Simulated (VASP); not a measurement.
An input for Ansatz (written as the equivalent of a VASP run, and not itself run):

Ansatz 0.2 input:
```yaml
crystal:
  lattice:
    - [3.6192560, 0.0000000, 0.0000000]
    - [-1.8096280, 3.1343680, 0.0000000]
    - [0.0000000, 0.0000000, 16.9820380]
  atoms:
    - { symbol: Pt, position: [0.0000000, 0.0000000, 0.5000000] }
    - { symbol: Se, position: [0.3333330, 0.6666670, 0.5878000] }
    - { symbol: Se, position: [0.6666670, 0.3333330, 0.4122000] }
kpoints:
  mp_grid: { grid: [9, 9, 1] }
hamiltonian:
  xc: pbe
  pseudopotentials: { kind: paw }
magnetization: { noncollinear: true, spin_orbit: true }
scf:
  occupations: { method: gaussian, width: 0.136 }
  max_iter: 100
output: { forces: true, stress: true, eigenvalues: true }
```

**Question.** Write the VASP files for the same calculation (PBE+SOC).

**Answer.** One answer among several that fit: 
### POSCAR
```
PtSe2
3.6192560
  1.0000000000   0.0000000000   0.0000000000
 -0.5000000000   0.8660255036   0.0000000000
  0.0000000000   0.0000000000   4.6921350686
Pt Se
1 2
Cartesian
  0.0000000000   0.0000000000   2.3460675343
 -0.0000005000   0.5773506244   2.7580369933
  0.5000005000   0.2886748792   1.9340980753
```

INCAR:
```
! general
SYSTEM       =PtSe2
PREC         =Accurate
ENCUT        =300   ! plane-wave cut-off (eV)
LREAL        =.False.   ! projection in real space or not
LASPH        =.True.

! electronic loop
EDIFF        =1E-6   ! SCF stop (eV)
NELM         =100   ! most electronic steps
ALGO         =Normal   ! blocked Davidson
LMAXMIX      =6   ! l cut-off of mixed one-centre charges

! smearing
ISMEAR       =0   ! Gaussian
SIGMA        =0.136   ! width (eV)

! functional
GGA          =PE   ! PBE
GGA_COMPAT   =.False.

! spin
MAGMOM       =9*0.0
LSORBIT      =.True.
LNONCOLLINEAR=.True.

! ions
ISIF         =2   ! forces and stress, cell fixed

! output
LWAVE        =.False.
LCHARG       =.False.
LORBIT       =11
```

KPOINTS:
```
Automatic mesh
0
Gamma
9 9 1
0 0 0
```

POTCAR, in this order: Pt Se (PBE.64 set). Program: vasp_ncl.

Limits of the translation: each code has its own PAW files, so the cut-off isn't converted (ENCUT is set for VASP's; basis.ecutwfc is left out, and Ansatz then takes the one that its files recommend); Ansatz stops its SCF on the density residual and VASP on the energy change (EDIFF).

The cell is a sheet with vacuum, built from a generated structure.
